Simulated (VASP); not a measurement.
These are PBE GGA, VASP's PBE PAW potentials (set 64) (plane waves; VASP 6.6.1) values and carry that method's errors.

VASP input:

**INCAR**
```
SYSTEM  =  AsIr
PREC  =  Accurate; ENCUT  =  300; LREAL  =  .FALSE.
LASPH  =  .TRUE.
EDIFF  =  1E-6; NELM  =  100; ALGO  =  Normal
LMAXMIX  =  6
ISMEAR  =  -1; SIGMA  =  0.1
GGA  =  PE
ISIF  =  2
LWAVE  =  .FALSE.; LCHARG  =  .FALSE.
```

POSCAR:
```
AsIr
1.0
  3.3485790000   0.0000000000   0.0000000000
 -1.6742900000   2.8999540000   0.0000000000
  0.0000000000   0.0000000000   3.2680470000
Ir As
1 1
Cart
  0.0000000000   0.0000000000   0.0000000000
  1.6742910076   0.9666503667   1.6340235000
```

KPOINTS:
```
Automatic mesh
0
Gamma
6 6 5
0 0 0
```

POTCAR, in this order: Ir As (PBE.64 set). Program: vasp_std.

The resulting files:

File OSZICAR:
```
       N       E                     dE             d eps       ncg     rms          rms(c)
DAV:   1     0.517633270497E+02    0.51763E+02   -0.47660E+03   510   0.736E+02
DAV:   2    -0.108125484843E+02   -0.62576E+02   -0.56951E+02   488   0.216E+02
DAV:   3    -0.132276997070E+02   -0.24152E+01   -0.23256E+01   566   0.422E+01
DAV:   4    -0.132614129256E+02   -0.33713E-01   -0.33689E-01   512   0.529E+00
DAV:   5    -0.132620828169E+02   -0.66989E-03   -0.66984E-03   559   0.705E-01    0.137E+01
DAV:   6    -0.130414755209E+02    0.22061E+00   -0.97673E-01   572   0.119E+01    0.648E+00
DAV:   7    -0.129994244426E+02    0.42051E-01   -0.11377E-01   589   0.353E+00    0.343E+00
DAV:   8    -0.129877445393E+02    0.11680E-01   -0.28782E-02   557   0.197E+00    0.202E-01
DAV:   9    -0.129876075297E+02    0.13701E-03   -0.14045E-03   516   0.283E-01    0.791E-02
DAV:  10    -0.129875990742E+02    0.84555E-05   -0.18280E-04   571   0.171E-01    0.218E-02
DAV:  11    -0.129875997526E+02   -0.67839E-06   -0.64746E-06   504   0.296E-02
   1 F= -.12987600E+02 E0= -.12979922E+02  d E =-.153547E-01
```

File OUTCAR:
```
------------------------ aborting loop because EDIFF is reached ----------------------------------------
  FORCE on cell =-STRESS in cart. coord.  units (eV):
  Direction    XX          YY          ZZ          XY          YZ          ZX
  --------------------------------------------------------------------------------------
  Total        2.2891669      2.2891662      1.7356790     -0.0000004     -0.0000000     -0.0000000
  in kB      115.5707928    115.5707545     87.6274243     -0.0000199     -0.0000000     -0.0000000
  external PRESSURE =     106.2563239 kB  Pullay stress =       0.0000000 kB
  volume of cell :       31.74
      direct lattice vectors                 reciprocal lattice vectors
     3.348579000  0.000000000  0.000000000     0.298634137  0.172416579  0.000000000
    -1.674290000  2.899954000  0.000000000     0.000000000  0.344833056  0.000000000
     0.000000000  0.000000000  3.268047000     0.000000000  0.000000000  0.305993151
 POSITION                                       TOTAL-FORCE (eV/Angst)
 -----------------------------------------------------------------------------------
      0.00000      0.00000      0.00000         0.000000      0.000000      0.000000
      1.67429      0.96665      1.63402        -0.000000      0.000000      0.000000
 -----------------------------------------------------------------------------------
    total drift:                               -0.000231      0.000135     -0.000000
  FREE ENERGIE OF THE ION-ELECTRON SYSTEM (eV)
  ---------------------------------------------------
  free  energy   TOTEN  =       -12.9875997526 eV

  energy  without entropy=      -12.9722450247  energy(sigma->0) =      -12.97992239
```
(Selected blocks of OUTCAR.)

At this cut-off the stress carries a Pulay error, which pulls relaxed volumes low.

The structure was generated: AsIr was put into an ordered model structure, which need not be its known phase. The cell was not relaxed at this level, and its volume differs by -5.9 % from the start's. The k-mesh is coarse (spacing up to 0.38 per Å, 2π included), so the numbers may not be converged in it.
